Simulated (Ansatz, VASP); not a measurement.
# HfSi in two plane-wave programs, part 2 of 2

Wanted: the spread between two codes on one cell, functional and k mesh. The cell is generated by rule, not measured, and may not be a known phase. The cell is taken from a series of runs on this material, whose earlier steps may have relaxed, scaled, displaced or heated it; both programs get it as it stands.

VASP 6.6.1 and Ansatz 0.2.0.

So far: Starting point; VASP: zone-centre phonons, PBEsol.

The structure was built from a prototype and need not be the compound's stable phase.

## 3. Ansatz: zone-centre phonons, PBEsol

Level of this step: Ansatz beside VASP: Kohn-Sham DFT, plane waves, PBEsol (Ansatz).

Ansatz runs on norm-conserving files, of PseudoDojo where its log says so.

The same cell, functional, mesh and smearing now go to Ansatz, which takes its cutoff from its data sets.

File input.yaml:

```yaml
crystal:
  lattice:
    - [4.5456645189, 3.0958e-06, 0.0]
    - [-2.2728349405, 3.9366594025, 0.0]
    - [0.0, 0.0, 5.1946872813]
  atoms:
    - { symbol: Hf, position: [0.3333333333, 0.6666666667, 0.25] }
    - { symbol: Hf, position: [0.6666666667, 0.3333333333, 0.75] }
    - { symbol: Si, position: [0.6666666667, 0.3333333333, 0.25] }
    - { symbol: Si, position: [0.3333333333, 0.6666666667, 0.75] }
kpoints:
  mp_grid: { grid: [12, 12, 6] }
hamiltonian:
  xc: pbesol
  pseudopotentials: { kind: nc }
scf:
  occupations: { method: methfessel_paxton, width: 0.15 }
output:
  eigenvalues: true
phonons:
  method: dfpt
  qmesh: [2, 2, 2]
  temperatures: { t_max: 1000, t_step: 50 }
  qpath:
    path:
      - [[0.0, 0.0, 0.0], [0.5, 0.0, 0.0], [0.33333333, 0.33333333, 0.0], [0.0, 0.0, 0.0], [0.0, 0.0, 0.5], [0.5, 0.0, 0.5], [0.33333333, 0.33333333, 0.5], [0.0, 0.0, 0.5]]
      - [[0.5, 0.0, 0.5], [0.5, 0.0, 0.0]]
      - [[0.33333333, 0.33333333, 0.5], [0.33333333, 0.33333333, 0.0]]
    npoints: 10
```

Command:

```sh
ansatz run input.yaml --threads 4 --pin off --max-ram 7168MiB --backend cpu --events-out ev --progress --plain --runs-dir out
```

Numbers of over 12 decimals in the logs are rounded to 6 here.

The log of the run:

```text
Warning: phonons: the dynamical matrix that this run interpolates holds no multipole term above the dipole-dipole one, and a site of this crystal is no centre of inversion, so its interpolated transverse optical and acoustic branches and sound speeds can stay off near Gamma, and the density of states and the thermodynamics with them. What a run solves at a wave vector of phonons.qpoints, Gamma apart, where the deck admits one, is free of this, and under fd what a larger phonons.supercell samples
Engine: ansatz 0.2.0, aarch64-unknown-linux-gnu
Pseudopotentials: kind: nc
Pseudopotential: Hf, nc, valence charge 12, recommended cutoff 789.130201 eV (normal), Hf.nc.azcp (PseudoDojo's, or run here from an input of PseudoDojo's: the run reads no file of this project's for it)
Pseudopotential: Si, nc, valence charge 4, recommended cutoff 489.804952 eV (normal), Si.nc.azcp (PseudoDojo's, or run here from an input of PseudoDojo's: the run reads no file of this project's for it)
Functional definition: PBEsol
  exchange = pbesol_x
  correlation = pbesol_c
Crystal: 4 atoms, lattice volume = 92.958 Å³
Basis set: ecut = 789.130201 eV, 4667 PW (Γ), exchange–correlation on 90×90×96 points (8 copies of the dense FFT grid, shifted against one another)
Bands: 20, of which v1, the nominal top of the filled ones, is band 16 counted from 1 (15 counted from 0)
Symmetry: 24 space group operations
k-points: 76 of 864
Non-local potential: Hf, projectors of the file, l = 0: 2, l = 1: 2, l = 2: 2, l = 3: 2
Non-local potential: Si, projectors of the file, l = 0: 2, l = 1: 2, l = 2: 2
Initial density: superposition of atomic densities (chi_scale 0.1, normalization cell, long waves kept (reshape's long-wave potential 0.00 eV rms))
Initial wavefunctions: pseudopotential atomic-orbital guess
Functional: x = pbesol(κ = 0.804, μ = 0.123457), c = pbesol(β = 0.046)
SCF iter   1: F=—  HF=-3300.015229 eV  |F-HF|=—  |Δ(HF+E_count)|=         —  Δρ=3.87e-2  dr2=2.32e0  ethr=3.10e-3  ⟨swp⟩=6.5  Hψ=8195  notcnv=0
preconditioner: auto → Resta (q_TF=auto, 2.284 Å⁻¹)  ε∞=9.0  [insulator: Δε(μ)=0.103 eV  Ē_g=5.451 eV  σ=0.150 eV  W_gap=0.51  n_scr=20 (ndim 8)  ℏωp=15.4 eV  f_vac=0.000  D(μ)=0.53/eV (n_scr^D=0)  ε∞_Penn≈9.0]
SCF iter   2: F=—  HF=-3299.490137 eV  |F-HF|=—  |Δ(HF+E_count)|=   5.25e-1  S|Δr|=    0.00e0  Δρ=2.18e-2  dr2=7.30e-1  ethr=3.10e-3  ⟨swp⟩=3.4  Hψ=3140  notcnv=0
preconditioner: auto → Kerker (q_TF=auto, 2.284 Å⁻¹)  [metal: Δε(μ)=0.096 eV  Ē_g=5.241 eV  σ=0.150 eV  W_gap=0.50  n_scr=20 (ndim 8)  ℏωp=15.4 eV  f_vac=0.000  D(μ)=0.52/eV (n_scr^D=0)]
SCF iter   3: F=—  HF=-3299.277402 eV  |F-HF|=—  |Δ(HF+E_count)|=   2.13e-1  S|Δr|=    0.00e0  Δρ=4.10e-3  dr2=3.64e-2  ethr=2.28e-3  ⟨swp⟩=3.1  Hψ=2658  notcnv=0
SCF iter   4: F=—  HF=-3299.270215 eV  |F-HF|=—  |Δ(HF+E_count)|=   7.19e-3  S|Δr|=    0.00e0  Δρ=1.20e-3  dr2=2.77e-3  ethr=1.14e-4  ⟨swp⟩=2.7  Hψ=2915  notcnv=0
SCF iter   5: F=—  HF=-3299.270431 eV  |F-HF|=—  |Δ(HF+E_count)|=   2.16e-4  S|Δr|=    0.00e0  Δρ=3.79e-4  dr2=1.44e-4  ethr=8.65e-6  ⟨swp⟩=2.1  Hψ=2289  notcnv=0
SCF iter   6: F=—  HF=-3299.270496 eV  |F-HF|=—  |Δ(HF+E_count)|=   6.58e-5  S|Δr|=    0.00e0  Δρ=6.56e-5  dr2=3.81e-6  ethr=4.51e-7  ⟨swp⟩=2.7  Hψ=2645  notcnv=0
SCF iter   7: F=—  HF=-3299.270503 eV  |F-HF|=—  |Δ(HF+E_count)|=   6.06e-6  S|Δr|=    0.00e0  Δρ=1.23e-5  dr2=1.14e-7  ethr=1.19e-8  ⟨swp⟩=2.9  Hψ=3157  notcnv=0
SCF iter   8: F=—  HF=-3299.270491 eV  |F-HF|=—  |Δ(HF+E_count)|=   1.16e-5  S|Δr|=    0.00e0  Δρ=2.15e-6  dr2=4.97e-9  ethr=3.57e-10  ⟨swp⟩=2.4  Hψ=2476  notcnv=0
SCF iter   9: F=—  HF=-3299.270491 eV  |F-HF|=—  |Δ(HF+E_count)|=   3.04e-9  S|Δr|=    0.00e0  Δρ=5.43e-7  dr2=3.03e-10  ethr=1.55e-11  ⟨swp⟩=2.9  Hψ=2991  notcnv=0
SCF iter  10: F=-3299.270491 eV  HF=-3299.270491 eV  |F-HF|=5.46e-12  |Δ(HF+E_count)|=  3.10e-10  S|Δr|=    0.00e0  Δρ=8.21e-8  dr2=5.15e-12  ethr=1.00e-12  ⟨swp⟩=9.1  Hψ=12297  notcnv=0
SCF 1 converged in 10 iterations: F = -3299.270491 eV  dr2 = 5.15e-12
Initial density: read from a saved state, or passed on in memory by an earlier SCF of this step, an earlier step, the calling program or the single point that the run made first
iter 1 solved again at ethr=1.41e-7 eV; its pass at ethr=3.10e-3 eV (dr2=4.50e-5 eV) is discarded
SCF iter   1: F=—  HF=-3299.270504 eV  |F-HF|=—  |Δ(HF+E_count)|=         —  Δρ=5.57e-7  dr2=3.26e-10  ethr=1.41e-7  ⟨swp⟩=4.9  Hψ=14784  notcnv=0
eigensolver tolerance schedule: the retry pair's looser diagonalisation over-reported the residual by 138090.57 of it (diagonalisation noise at an unbounded share of the residual, at the tolerance the schedule requests for it); recorded, not acted on — ethr = c·dr2/N_el stays at c = 1.0e-1
preconditioner: auto → Kerker (q_TF=auto, 2.284 Å⁻¹)  [metal: Δε(μ)=0.022 eV  Ē_g=5.062 eV  σ=0.150 eV  W_gap=0.12  n_scr=20 (ndim 8)  ℏωp=15.4 eV  f_vac=0.000  D(μ)=0.65/eV (n_scr^D=0)]
SCF iter   2: F=—  HF=-3299.270491 eV  |F-HF|=—  |Δ(HF+E_count)|=   1.33e-5  S|Δr|=    0.00e0  Δρ=2.37e-7  dr2=5.31e-11  ethr=1.02e-12  ⟨swp⟩=5.4  Hψ=5721  notcnv=0
SCF iter   3: F=—  HF=-3299.270491 eV  |F-HF|=—  |Δ(HF+E_count)|=  8.64e-12  S|Δr|=    0.00e0  Δρ=1.63e-7  dr2=2.42e-11  ethr=1.00e-12  ⟨swp⟩=5.2  Hψ=5223  notcnv=0
SCF iter   4: F=-3299.270491 eV  HF=-3299.270491 eV  |F-HF|=4.55e-13  |Δ(HF+E_count)|=  9.09e-13  S|Δr|=    0.00e0  Δρ=4.11e-8  dr2=2.07e-12  ethr=1.00e-12  ⟨swp⟩=2.0  Hψ=3929  notcnv=0
SCF 2 converged in 4 iterations: F = -3299.270491 eV  dr2 = 2.07e-12
phonons: the bands overlap, so this run is a metal and interpolates without the dipole-dipole term. If the crystal is really an insulator or semiconductor, its LO-TO splitting is missing
NSCF: frozen V_eff on 76 k-points
WARN: eigensolver did not converge in 3 slots of this pass, the one above among them; of largest residual over every band (k=13): 1 band(s) unlocked (lowest unlocked band 19, counted from 0; max residual 1.04e-3 eV among the unlocked bands, 1.04e-3 eV over every band); of lowest unlocked band (k=9): band 19
NSCF: frozen V_eff on 296 k-points
DFPT response loops at q = (0, 0, 0) (fractional): preconditioner auto → Kerker (q_TF=auto, 2.284 Å⁻¹) (partly filled bands, converged f_vac=0.000); β = 1.00, the filter's whole step (`scf.mixing.beta` (0.50) is not read by the response loops under this deck's `scf.mixing.preconditioner`; to damp them name `kerker` or `kerker_dos`, under which they read `scf.mixing.beta`, and type it under 1.00, their step now; both keys bind the ground state too); Broyden in place of MSR1
NSCF: frozen V_eff on 592 k-points
DFPT response loops at q = (0, 0, -0.5) (fractional): mixed as the last ones told, above
NSCF: frozen V_eff on 592 k-points
DFPT response loops at q = (0, -0.5, 0) (fractional): mixed as the last ones told, above
NSCF: frozen V_eff on 592 k-points
DFPT response loops at q = (0, -0.5, -0.5) (fractional): mixed as the last ones told, above
SCF converged after 10 iterations
Stability not checked: this state was not tested for a lower state beside it, because cold or Methfessel-Paxton smearing, or corrected tetrahedra, fill the levels in a way that the test cannot read (fill_not_monotonic; see scf.lower_state_search)
Free energy (F): -3299.270491 eV
Harris-Foulkes:  -3299.270491 eV  (|F-HF|=5.46e-12)
Internal energy: -3299.270724 eV  (E = F + TS)
E sigma→0 (E₀):  -3299.270549 eV
Entropy (-TS):   0.000233 eV (0.058 meV/atom)
Fermi energy:    8.670714 eV
--- Per-component energies (eV) ---
  E_band       = -384.315561
  E_kinetic    = 870.264170
  E_local      = -2080.074762  (includes V_loc(G=0)·N_el)
  E_nonlocal   = 177.578220
  E_hartree    = 615.535769
  E_xc         = -853.413133
  E_vxc        = -583.154732  (∫ρ·V_xc dr)
  E_ewald      = -2029.160988
  E_smearing   = 0.000233  (= −TS)
  E_closure    = -0.000000  (closes the sum)
  Σ components = -3299.270491   (vs F -3299.270491, Δ=0.00e0)
--- Band table (eV; the first three rows and the last of 76) ---
  k-point 0: bands = [... 12 lower, 6.9594, 7.2652, 7.2652, 9.0388, 9.0388, 9.9651, 11.5219, 11.6908]
  k-point 1: bands = [... 12 lower, 6.8815, 7.0669, 7.0669, 9.1758, 9.4787, 9.4787, 11.6083, 12.0619]
  k-point 2: bands = [... 12 lower, 6.7377, 6.7930, 6.7930, 7.7194, 10.4385, 10.4385, 11.9405, 12.2716]
  k-point 75: bands = [... 12 lower, 6.6970, 6.6970, 7.8096, 7.8096, 9.5200, 9.5200, 11.9014, 11.9014]
--- Phonons (Γ-DFPT): 4 representative perturbations + reference (Σ response iterations 10) ---
  ASR residual: 1.094e-4 → 0.000e0 eV/Å²; symmetrization residual: 2.964e-6 eV/Å²
  ASR residual per site (eV/Å²): 1.09e-4 1.09e-4 4.40e-5 4.40e-5
  Γ frequencies (cm⁻¹): 0.00 0.00 0.00 79.86 93.33 93.33 318.53 318.53 321.14 321.14 349.60 391.53
--- Phonons (arbitrary-q DFPT): 4 irreducible q on the 2×2×2 mesh ---
  q = [0.0000, 0.0000, 0.0000] (star 1, of the zone-centre solve; hermiticity 4.71e-7, symmetrization 5.28e-8): 0.00 0.00 0.00 79.86 93.33 93.33 318.53 318.53 321.14 321.14 349.60 391.53
  q = [0.0000, 0.0000, -0.5000] (star 1, 4 solved perturbations in 744 linear systems a pass and spin channel, the states on 296 of 864 k-point pairs; hermiticity 1.24e-7, symmetrization 1.03e-7, the responses' own estimated error 1.4e-4 eV/Å²): 57.75 57.75 57.75 57.75 146.90 146.90 317.46 317.46 317.46 317.46 361.51 361.51
  q = [0.0000, -0.5000, 0.0000] (star 3, 6 solved perturbations in 1528 linear systems a pass and spin channel, the states on 296 of 864 k-point pairs; hermiticity 2.22e-7, symmetrization 1.21e-7, the responses' own estimated error 1.5e-4 eV/Å²): 13.20 52.05 70.44 90.08 115.49 121.88 313.80 321.61 322.11 323.50 377.25 377.71
  q = [0.0000, -0.5000, -0.5000] (star 3, 6 solved perturbations in 1528 linear systems a pass and spin channel, the states on 296 of 864 k-point pairs; hermiticity 2.66e-7, symmetrization 1.16e-7, the responses' own estimated error 1.7e-4 eV/Å²): 59.79 59.79 116.82 116.82 155.43 155.43 312.12 312.12 323.36 323.36 364.68 364.68
  sum rule: each row above includes the acoustic sum rule's correction from the zone centre's row sums; it moved no ω² by more than (0.65 cm⁻¹)²
  mesh force constants: q→R imaginary residual 1.22e-17; ASR residual 1.094e-4 → 0.000e0 eV/Å²; symmetrization residual 1.421e-14 eV/Å²
  interpolated dispersion: 93 rows × 12 modes
  density of states and harmonic sums: on the 16×16×12 q-mesh, interpolated from the force constants of a 2×2×2 supercell (no non-analytic term)
  largest difference from the sums on the solved wave vectors: F 6.73e-2 eV, S 9.95e-5 and C_V 3.22e-5 eV/K
  zero-point energy: 0.158738 eV/cell   skipped modes (ω ≤ 0): 3   left out of the sums: 8.14e-5 of the cell's modes: C_V's classical limit lies that fraction below 3 k_B per atom; for a crystal, a wire or a layer, F and S can be off by more, and a phonons.interpolated_qmesh denser along its periods is the remedy for the sampling
```

## 4. Side by side

Known differences besides the potentials themselves: VASP's run holds the zone centre alone; the data sets hold 32 valence electrons in Ansatz (on norm-conserving files, of PseudoDojo where its log says so) and 28 in VASP; the cutoff is 789.13 eV in Ansatz and 500 eV in VASP. Total energies have different zeros and are not compared.

The two programs side by side:

```
                  quantity  Ansatz   VASP  difference
     optical mode 1 (cm⁻¹)    79.9   78.8     +1.30 %
optical mode 2 to 3 (cm⁻¹)    93.3   93.1     +0.28 %
optical mode 4 to 5 (cm⁻¹)   318.5  319.9     -0.44 %
optical mode 6 to 7 (cm⁻¹)   321.1  322.3     -0.35 %
     optical mode 8 (cm⁻¹)   349.6  352.0     -0.69 %
     optical mode 9 (cm⁻¹)   391.5  393.3     -0.44 %
```

Modes are paired by rising frequency, not by their patterns, so a pair may set unlike modes beside each other; they are those without the splitting of longitudinal modes.

## 5. Summary of results

```yaml
r_m_s_difference_of_the_optical_zone_centre_modes_each_program_s_sorted_by_frequency_zone_centre_phonons_pbesol: 1.4 cm⁻¹
difference_in_optical_mode_1_zone_centre_phonons_pbesol: +1.3 %
```

The r.m.s. difference of the optical zone-centre modes, each program's sorted by frequency is 1.4 cm⁻¹ (zone-centre phonons, PBEsol). The data sets hold unlike numbers of valence electrons (32 in Ansatz and 28 in VASP), so part of the differences comes from the potentials. Among the rows given in per cent, the largest difference of the zone-centre phonons, PBEsol pair is in optical mode 1, +1.3 %. How closely two codes agree says nothing of how well the functional describes the real material.

[Lines on the potential files, build, host, timing and source positions are cut from VASP's logs without a mark.]

[Logs are printed without paths, hosts, clocks, repeated set-up lines and the standing remarks that a program may print on its own settings, such as how far it seeks lower states.]

[Hosts, paths, dates, database ids (printed as entryN), source tags and the programs' standing remarks are cut or masked in the printed files.]
